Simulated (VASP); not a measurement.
# Tellurium with r2SCAN: from relaxation to properties

Aim: relax Tellurium with r2SCAN, compute its properties on that cell and hold them against experiment. The steps: full relaxation (r2SCAN), second relaxation, single point with fields (r2SCAN), band structure (r2SCAN), density of states (r2SCAN), vibrations at Γ (r2SCAN), bands along the symmetry lines (r2SCAN + SOC) and ionic relaxation at fixed cell (r2SCAN), changed input. The start is a cell from a database of measured crystal structures.

Program: VASP 6.6.1. Level of theory: r2SCAN; plane waves and PAW (Te), in the first sound run; inputs show where later runs differ. Results are calculated unless marked as measured.

The experiments to compare with:

“Anomalous Raman Modes in Tellurides” (2021, arxiv:2102.11580) reports for Te, trigonal, by Raman scattering, 632.8 nm (pure bulk crystalline Te in air, 300 K): Raman mode (A1) about 120 cm⁻¹.

Most raw output is cut from this account.

The database entry behind the starting cell differs from later determinations by our own check (inner coordinate of an old entry), so it need not match the best structure at ambient conditions.

## (1) Starting point

Before any relaxation, the start is as follows. The structure is trigonal, space group P3_121 (No. 152). The conventional cell has a = 4.454 Å, b = 4.454 Å, c = 5.924 Å, α = 90.00°, β = 90.00°, γ = 120.00°. Nearest to Te lie 2 Te at 2.86 Å.

As a file:

```xyz
3
Lattice="4.4540 0.0000 0.0000 -2.2270 3.8573 0.0000 0.0000 0.0000 5.9240" Properties=species:S:1:pos:R:3 pbc="T T T"
Te    1.1981    0.0000    1.9747
Te   -0.5991    1.0376    3.9493
Te    1.6279    2.8197    0.0000
```

## (2) Full relaxation (r2SCAN)

Properties are meant for the cell that this level of theory prefers, so cell and atoms are relaxed first (ISIF = 3) until forces and stress are small; EDIFFG sets the threshold. r2SCAN adds the kinetic-energy density, costs more than a GGA and is run with LASPH.

The input, INCAR:

```
SYSTEM = Te
PREC = Accurate
ENCUT = 400
EDIFF = 1E-06
NELM = 100
ISMEAR = 0
SIGMA = 0.05
LREAL = .FALSE.
ALGO = Normal
METAGGA = R2SCAN
LASPH = .TRUE.
NBANDS = 15
LORBIT = 11
LWAVE = .FALSE.
LCHARG = .FALSE.
KPAR = 2
IBRION = 2
NSW = 60
ISIF = 3
EDIFFG = -0.01
```

The input, POSCAR:

```
Te
1.0
    4.4540000000      0.0000000000      0.0000000000
   -2.2270000000      3.8572771485      0.0000000000
    0.0000000000      0.0000000000      5.9240000000
Te
3
Direct
    0.2690000000      0.0000000000      0.3333333333
    0.0000000000      0.2690000000      0.6666666667
    0.7310000000      0.7310000000      0.0000000000
```

The input, KPOINTS:

```
Automatic mesh
0
Gamma
5 5 4
0 0 0
```

PAW data sets: Te (PBE family, release 64).

Command:

```console
> mpirun -np 2 vasp_std
```

Wall time 11 min (2 MPI ranks of AMD EPYC 7R43, shared host); peak memory 0.31 GiB.

The gap is read on the k-mesh alone, so it is an upper bound where the band edges lie off the mesh. The bonds form chains, held to each other by dispersion, which r2SCAN holds only at short range, so the spacing between them may come out too wide. The PAW data sets were made with PBE, which is usual practice but a small mismatch for other functionals. The run keeps the 6 symmetry operations of its start, so it cannot find a distortion of lower symmetry.

Relaxation path:

| step | energy less that of the first step (eV) | largest force (eV/Å) | pressure (GPa) | volume (Å³) |
| --- | --- | --- | --- | --- |
| 1 | 0.0000 | 0.0792 | 0.93 | 101.78 |
| 2 | -0.0060 | 0.2058 | -0.40 | 104.71 |
| 3 | -0.0067 | 0.1760 | -0.10 | 104.00 |
| 4 | -0.0114 | 0.1474 | -0.07 | 104.53 |
| 5 | -0.0210 | 0.0482 | 0.08 | 106.13 |
| 6 | -0.0158 | 0.2219 | 0.65 | 109.36 |
| 7 | -0.0231 | 0.0345 | 0.24 | 107.21 |
| 8 | -0.0229 | 0.0427 | -0.39 | 109.37 |
| 9 | -0.0238 | 0.0011 | -0.06 | 108.21 |
| 10 | -0.0243 | 0.0022 | -0.03 | 108.50 |
| 11 | -0.0245 | 0.0042 | 0.00 | 108.71 |

| conventional cell, symmetrised | before | after | change |
| --- | --- | --- | --- |
| a (Å) | 4.454 | 4.605 | +3.4 % |
| b (Å) | 4.454 | 4.605 | +3.4 % |
| c (Å) | 5.924 | 5.919 | -0.1 % |
| volume (Å³/atom) | 33.93 | 36.24 | +6.8 % |

The atoms that moved most (Å, as changes of fractional coordinates times the final cell):

| atom | dx | dy | dz | length |
| --- | --- | --- | --- | --- |
| Te3 | 0.033 | 0.057 | 0.000 | 0.066 |
| Te1 | -0.066 | 0.000 | 0.000 | 0.066 |
| Te2 | 0.033 | -0.057 | 0.000 | 0.066 |

Final coordinates:

```xyz
3
Lattice="4.6053 0.0000 0.0000 -2.3027 3.9883 0.0000 0.0000 0.0000 5.9185" Properties=species:S:1:pos:R:3 pbc="T T T"
Te    1.1731    0.0000    1.9728
Te   -0.5865    1.0159    3.9457
Te    1.7161    2.9724    0.0000
```

This step gave:

```
electrons                       : 18
bands                           : 15
irreducible k-points            : 17
symmetry operations             : 6
free energy (TOTEN)             : -76.2407 eV
Fermi energy                    : 5.237 eV
pressure                        : -0.002558 GPa
metallic                        : no
valence top at k                : 0.4, 0.2, 0.5
conduction bottom at k          : 0, 0, 0.5
least direct gap at k           : 0.4, 0.2, 0.5
SCF cycles over all ionic steps : 83
gap on the k-mesh               : 0.7853 eV
least direct gap on the k-mesh  : 0.9360 eV
```

It ends with a largest force of 0.004 eV/Å and a pressure of 0.00 GPa. The volume lies +6.8 % from that of the database's start.

## (3) Second relaxation

The basis stayed that of the start cell while the cell moved. A rerun from the cell reached resets it; the error of the finite cutoff stays.

INCAR is that of step 2.

The input, POSCAR:

```
Te
1.0
    4.6053105293      0.0000000000      0.0000000000
   -2.3026552646      3.9883159107      0.0000000000
    0.0000000000      0.0000000000      5.9185311832
Te
3
Direct
    0.2547234923      0.0000000000      0.3333333333
    1.0000000000      0.2547234923      0.6666666667
    0.7452765077      0.7452765077      0.0000000000
```

KPOINTS is that of step 2.

Command:

```console
> mpirun -np 2 vasp_std
```

The job ended after 2 min (2 MPI ranks; peak memory 0.31 GiB; 3.8 min of CPU time).

Little changed from the start: no atom moved by 0.005 Å and no cell edge by 0.1 %.

This step gave:

```yaml
free_energy_toten: -76.2420 eV
pressure: 0.005277 GPa
scf_cycles_over_all_ionic_steps: 12
gap_on_the_k_mesh: 0.7852 eV
least_direct_gap_on_the_k_mesh: 0.9359 eV
```

It ends with a largest force of 0.004 eV/Å and a pressure of 0.01 GPa. The volume moved by under 0.01 %: the run met its threshold at the first step.

## (4) Single point with fields (r2SCAN)

The relaxed cell gets a fresh self-consistent run, on a basis set for its own volume, to fix the density and to check the remaining stress.

INCAR: that of step 3 with these lines changed.

```diff
@@ -14,7 +14,5 @@
 LWAVE = .FALSE.
-LCHARG = .FALSE.
-KPAR = 2
-IBRION = 2
-NSW = 60
-ISIF = 3
-EDIFFG = -0.01
+LCHARG = .TRUE.
+ISIF = 2
+LELF = .TRUE.
+LVHAR = .TRUE.
```

POSCAR: that of step 3 with these lines changed.

```diff
@@ -9,3 +9,3 @@
     0.2547234923      0.0000000000      0.3333333333
-    1.0000000000      0.2547234923      0.6666666667
+    0.0000000000      0.2547234923      0.6666666667
     0.7452765077      0.7452765077      0.0000000000
```

KPOINTS is that of step 3.

Command:

```console
> mpirun -np 2 vasp_std
```

Run time: 1.7 min. Hardware: 2 MPI ranks; peak memory 0.25 GiB.

This step gave:

```yaml
scf_cycles: 12
bands: 16
fermi_energy: 5.234 eV
pressure: 0.005153 GPa
```

Valence electrons inside each PAW sphere by angular momentum. Sphere charges, by row:

| atom | s (e) | p (e) | d (e) | tot (e) |
| --- | --- | --- | --- | --- |
| Te1 | 1.432 | 1.849 | 0.041 | 3.321 |
| Te2 | 1.432 | 1.849 | 0.041 | 3.321 |
| Te3 | 1.432 | 1.849 | 0.041 | 3.321 |

Valence density in the ac plane at fractional y = 0.000, with atoms of Te within 0.2 Å of it. It is the smooth field of the valence electrons, not physical close to the nuclei.

Ten even steps from '0' (-0.27 e/Å³) to '9' (0.50 e/Å³), each cell a mean:
```
65443334457888
65443333456888
65433333456888
65443333456888
65443334457888
75544334457888
76554444456787
77776554455677
78999865444556
79978996444455
79602897544445
79501797544445
79967996444445
78999875444556
77776654455667
76555444456787
75544434457888
```
Columns run along a (4.6 Å), rows up along c (5.9 Å). Atoms in or near the plane, at fractional coordinates: Te at (0.25, 0.33).

ELF in the ac plane at fractional y = 0.000, with atoms of Te within 0.2 Å of it. It is the smooth field of the valence electrons, not physical close to the nuclei.

Ten even steps from '0' (0.01) to '9' (0.88), each cell a mean:
```
65310002578887
65210001357888
64200000246788
65210001256888
65310001578887
65311002689987
65443211489987
77777641268887
78889984225666
78888997311235
77767998410024
77767999410024
78888997311235
78889984225666
77777752258887
66544311489987
65321002689987
```
Columns run along a (4.6 Å), rows up along c (5.9 Å). Atoms in or near the plane, at fractional coordinates: Te at (0.25, 0.33).

Electrostatic potential energy in the ac plane at fractional y = 0.000, with atoms of Te within 0.2 Å of it. With pseudopotentials it is smooth inside the atoms' cores, unlike the true potential.

Values in eV, 17 rows by 14 columns, each cell a mean:
```
 -4   0   2   3   4   4   4   4   3   0  -3  -8 -11  -9
 -2   1   3   4   4   4   4   4   3   1  -2  -5  -6  -5
 -1   1   3   4   4   4   4   4   3   1  -1  -3  -4  -3
 -2   1   3   4   4   4   4   4   3   1  -2  -4  -5  -5
 -4   0   2   3   4   4   4   4   3   0  -3  -8 -11  -9
 -5  -1   2   3   3   3   4   4   3   0  -4 -10 -14 -11
 -4  -1   1   1   1   2   3   3   3   1  -2  -6  -9  -7
 -2  -2  -3  -4  -4  -2   1   2   3   2   0  -2  -3  -3
 -2  -7 -20 -33 -30 -15  -4   1   3   3   2   1   0   0
 -6 -28 -61 -76 -73 -52 -18  -2   2   3   3   3   2   0
-10 -47 -79 -82 -82 -73 -34  -4   1   3   4   3   2  -1
-11 -49 -79 -82 -82 -74 -35  -4   1   3   4   3   2  -1
 -6 -30 -64 -78 -76 -55 -19  -2   2   3   3   3   2   0
 -2  -8 -23 -37 -34 -18  -5   1   3   3   2   1   1   0
 -2  -2  -4  -6  -5  -3   0   2   3   2   0  -2  -3  -3
 -3  -1   0   1   1   2   3   3   3   1  -2  -6  -8  -7
 -5  -1   1   3   3   3   4   4   3   0  -4 -10 -14 -11
```
Columns run along a (4.6 Å; values clipped at the 3rd and 97th percentile), rows up along c (5.9 Å). Atoms in or near the plane, at fractional coordinates: Te at (0.25, 0.33).

In this run the pressure is 0.01 GPa, small enough to go on.

## (5) Band structure (r2SCAN)

Levels along the symmetry lines show where the bands peak and cross; KPOINTS_OPT computes them in the converged potential.

The input, INCAR:

```
SYSTEM = Te
PREC = Accurate
ENCUT = 400
EDIFF = 1E-06
NELM = 100
ISMEAR = 0
SIGMA = 0.05
LREAL = .FALSE.
ALGO = Normal
METAGGA = R2SCAN
LASPH = .TRUE.
NBANDS = 22
LORBIT = 11
LWAVE = .FALSE.
LCHARG = .FALSE.
KPAR = 2
```

POSCAR is that of step 4.

KPOINTS is that of step 4.

The input, KPOINTS_OPT:

```
Line mode
16
Line-mode
Reciprocal
  0.00000000   0.00000000   0.00000000 GAMMA
  0.50000000   0.00000000   0.00000000 M

  0.50000000   0.00000000   0.00000000 M
  0.33333333   0.33333333   0.00000000 K

  0.33333333   0.33333333   0.00000000 K
  0.00000000   0.00000000   0.00000000 GAMMA

  0.00000000   0.00000000   0.00000000 GAMMA
  0.00000000   0.00000000   0.50000000 A

  0.00000000   0.00000000   0.50000000 A
  0.50000000   0.00000000   0.50000000 L

  0.50000000   0.00000000   0.50000000 L
  0.33333333   0.33333333   0.50000000 H

  0.33333333   0.33333333   0.50000000 H
  0.00000000   0.00000000   0.50000000 A

  0.50000000   0.00000000   0.50000000 L
  0.50000000   0.00000000   0.00000000 M

  0.33333333   0.33333333   0.00000000 K
  0.33333333   0.33333333   0.50000000 H
```

Command:

```console
> mpirun -np 2 vasp_std
```

Run time: 11 min. Hardware: 2 MPI ranks; peak memory 0.35 GiB; 21 min of CPU time.

Spin-orbit coupling is off here; with elements this heavy it splits and shifts levels by tenths of an eV or more.

This step gave:

```
bands                             : 22
Fermi energy                      : 5.206 eV
pressure                          : 0.004714 GPa
least gap on mesh and path        : 0.4783 eV
least direct gap on mesh and path : 0.5259 eV
valence top at k                  : 0.3667, 0.2667, 0.5
conduction bottom at k            : 0.3333, 0.3333, 0.5
least direct gap at k             : 0.3333, 0.3333, 0.5
```

Electronic bands along the path, in eV, zero at the valence-band top; v1 is the highest filled band, c1 the lowest empty one:

| point | v4 | v3 | v2 | v1 | c1 | c2 | c3 | c4 |
| --- | --- | --- | --- | --- | --- | --- | --- | --- |
| Γ | -2.97 | -1.67 | -1.67 | -0.66 | 1.22 | 1.22 | 1.77 | 5.43 |
| 0.53 of the way | -3.38 | -1.68 | -1.17 | -0.86 | 1.22 | 1.41 | 2.31 | 4.40 |
| M | -3.42 | -3.17 | -1.23 | -0.91 | 1.26 | 1.42 | 3.72 | 3.85 |
| 0.47 of the way | -3.25 | -3.08 | -1.81 | -1.63 | 1.88 | 2.25 | 3.65 | 4.31 |
| K | -2.86 | -2.86 | -2.72 | -2.31 | 2.91 | 2.91 | 3.31 | 5.17 |
| 0.47 of the way | -3.09 | -1.87 | -1.45 | -1.40 | 1.77 | 1.91 | 2.27 | 4.76 |
| Γ | -2.97 | -1.67 | -1.67 | -0.66 | 1.22 | 1.22 | 1.77 | 5.43 |
| 0.53 of the way | -2.64 | -1.56 | -1.49 | -0.83 | 0.93 | 0.96 | 1.31 | 5.05 |
| A | -2.76 | -1.37 | -1.19 | -1.19 | 0.76 | 0.88 | 0.88 | 4.72 |
| 0.53 of the way | -3.27 | -1.90 | -1.73 | -1.12 | 1.42 | 2.02 | 2.32 | 5.13 |
| L | -3.67 | -2.19 | -1.84 | -0.12 | 1.13 | 2.13 | 2.64 | 5.10 |
| 0.53 of the way | -4.37 | -1.35 | -1.12 | -0.04 | 0.97 | 1.90 | 2.24 | 5.44 |
| H | -4.79 | -1.07 | -0.05 | -0.05 | 0.48 | 1.82 | 1.82 | 6.15 |
| 0.47 of the way | -3.76 | -1.71 | -1.38 | -0.84 | 1.09 | 2.19 | 2.42 | 5.16 |
| A | -2.76 | -1.37 | -1.19 | -1.19 | 0.76 | 0.88 | 0.88 | 4.72 |
| jump to L | -3.67 | -2.19 | -1.84 | -0.12 | 1.13 | 2.13 | 2.64 | 5.10 |
| 0.47 of the way | -3.51 | -1.89 | -1.72 | -1.19 | 1.45 | 2.18 | 2.80 | 4.55 |
| M | -3.42 | -3.17 | -1.23 | -0.91 | 1.26 | 1.42 | 3.72 | 3.85 |
| jump to K | -2.86 | -2.86 | -2.72 | -2.31 | 2.91 | 2.91 | 3.31 | 5.17 |
| 0.53 of the way | -3.99 | -2.33 | -1.29 | -0.78 | 1.80 | 2.52 | 2.59 | 5.78 |
| H | -4.79 | -1.07 | -0.05 | -0.05 | 0.48 | 1.82 | 1.82 | 6.15 |

The path lowers the gap by 0.31 eV against the mesh alone, so a band edge lies off the mesh.

## (6) Density of states (r2SCAN)

Here the states are counted by energy and projected on the atoms. The mesh is finer than in the run before.

INCAR: that of step 5 with these lines changed.

```diff
@@ -5,3 +5,3 @@
 NELM = 100
-ISMEAR = 0
+ISMEAR = -5
 SIGMA = 0.05
@@ -16 +16,2 @@
 KPAR = 2
+NEDOS = 2001
```

POSCAR is that of step 5.

The input, KPOINTS:

```
Automatic mesh
0
Gamma
7 7 5
0 0 0
```

Command:

```console
> mpirun -np 2 vasp_std
```

It took 3.9 min on 2 MPI ranks; peak memory 0.32 GiB; 7.7 min of CPU time.

Numbers from this step:

```
irreducible k-points           : 32
free energy (TOTEN)            : -76.2437 eV
Fermi energy                   : 4.829 eV
pressure                       : -0.009757 GPa
valence top at k               : 0.2857, 0.2857, 0.4
conduction bottom at k         : 0, 0, 0.4
least direct gap at k          : 0.2857, 0.2857, 0.4
gap on the k-mesh              : 0.9555 eV
least direct gap on the k-mesh : 1.070 eV
```

The density of states has structure finer than the step of the table below, so its rows give means over 1 eV, whole bins alone (the curve runs from -12.0 to 7.00 eV). Peaks (eV: height): total -4.3: 4.24, -1.3: 3.98, 1.4: 4.25, 2.1: 4.20; Te p -4.3: 1.87, -1.3: 1.83, 1.4: 1.99, 2.1: 2.10; Te s -11.8: 1.58, -11.2: 0.936, -9.8: 1.70; Te d 2.1: 0.137, 5.2: 0.413, 5.9: 0.369, 6.6: 0.427.

States under -12.0 eV and over 7.0 eV are left out. Density of states against energy, zero at the valence-band top; means over each step; values in states/eV/cell:

| energy (eV) | total | Te p | Te s | Te d |
| --- | --- | --- | --- | --- |
| -11 | 1.04 | 0.0326 | 0.683 | 0.00291 |
| -10 | 1.48 | 0.0410 | 1.02 | 0.00334 |
| -9 | 0.507 | 0.0131 | 0.369 | 5.6e-4 |
| -8 | 0.0158 | 2.7e-4 | 0.0124 | 0 |
| -7 | 0 | 0 | 0 | 0 |
| -6 | 0 | 0 | 0 | 0 |
| -5 | 1.30 | 0.543 | 0.0143 | 0.00669 |
| -4 | 2.71 | 1.20 | 0.0589 | 0.0197 |
| -3 | 2.17 | 0.969 | 0.0708 | 0.0145 |
| -2 | 1.94 | 0.838 | 0.0603 | 0.0226 |
| -1 | 3.30 | 1.56 | 0.0934 | 0.0385 |
| 0 | 0.522 | 0.259 | 0.0215 | 0.00670 |
| 1 | 1.36 | 0.636 | 0.0625 | 0.0338 |
| 2 | 3.04 | 1.50 | 0.0807 | 0.0916 |
| 3 | 1.47 | 0.832 | 0.0191 | 0.0397 |
| 4 | 0.260 | 0.0747 | 0.00171 | 0.0220 |
| 5 | 1.73 | 0.138 | 0.00569 | 0.231 |
| 6 | 1.65 | 0.119 | 0.0104 | 0.259 |

The gap on this mesh is 0.96 eV, over the 0.48 eV of the band run, since this mesh misses a band edge. In the top eV of the valence band the largest shares in the PAW spheres are Te p 49 %; in the lowest eV of the conduction band, Te p 47 %. The rest lies in smaller channels or between the spheres.

## (7) Vibrations at Γ (r2SCAN)

Zone-centre modes test whether the atoms sit at a minimum within this cell. IBRION = 6 takes the force constants from differences of forces between displaced cells, so the forces must be tight.

The input, INCAR:

```
SYSTEM = Te
PREC = Accurate
ENCUT = 400
EDIFF = 1E-08
NELM = 100
ISMEAR = 0
SIGMA = 0.05
LREAL = .FALSE.
ALGO = Normal
METAGGA = R2SCAN
LASPH = .TRUE.
NBANDS = 15
LORBIT = 11
LWAVE = .FALSE.
LCHARG = .FALSE.
KPAR = 2
IBRION = 6
NFREE = 2
POTIM = 0.015
ISIF = 2
NSW = 1
```

POSCAR is that of step 6.

The input, KPOINTS:

```
Automatic mesh
0
Gamma
5 5 4
0 0 0
```

Command:

```console
> mpirun -np 2 vasp_std
```

Wall time 18 min (2 MPI ranks); peak memory 0.38 GiB.

The last energy, forces, stress and levels in OUTCAR belong to the last displaced cell, not to the cell of POSCAR.

Numbers from this step:

- bands: 15
- irreducible k-points: 17
- pressure of the cell: 0.003507 GPa
- largest force of the cell: 0.003972 eV/Å

Transverse limit, no LO-TO splitting. Modes at Γ:

| mode | frequency (cm⁻¹) | symmetry |
| --- | --- | --- |
| 1 | -0.1 | acoustic |
| 2 | 0.0 | acoustic |
| 3 | 0.0 | acoustic |
| 4 | 81.1 | A2 |
| 5 | 88.7 | E |
| 6 | 88.7 | E |
| 7 | 129.1 | A1 |
| 8 | 143.5 | E |
| 9 | 143.5 | E |

Displacements in mode 4 (81.1 cm⁻¹), the largest set to 1:
```
Te1  0.00 -1.00  0.00
Te2  0.87  0.50  0.00
Te3 -0.87  0.50  0.00
```

Displacements in mode 9 (143.5 cm⁻¹), the largest set to 1:
```
Te1 -0.01  0.31  1.00
Te2  0.28 -0.14 -0.54
Te3 -0.26 -0.17 -0.46
```

The three acoustic modes lie within 0.1 cm⁻¹ of zero, and all others are real. By the characters of their eigenvectors the optical modes sort into (cm⁻¹) Raman active: E 89, A1 129, E 143; infrared active: A2 81, E 89, E 143.

(Part 1 of 2 ends here.)

[Lines on the potential files, build, host, timing and source positions are cut from VASP's logs without a mark.]

[Logs are printed without paths, hosts, clocks, repeated set-up lines and the standing remarks that a program may print on its own settings, such as how far it seeks lower states.]

[Hosts, paths, dates, database ids (printed as entryN), source tags and the programs' standing remarks are cut or masked in the printed files.]

[A measured line is paired with the nearest computed mode of its activity, which favours agreement.]
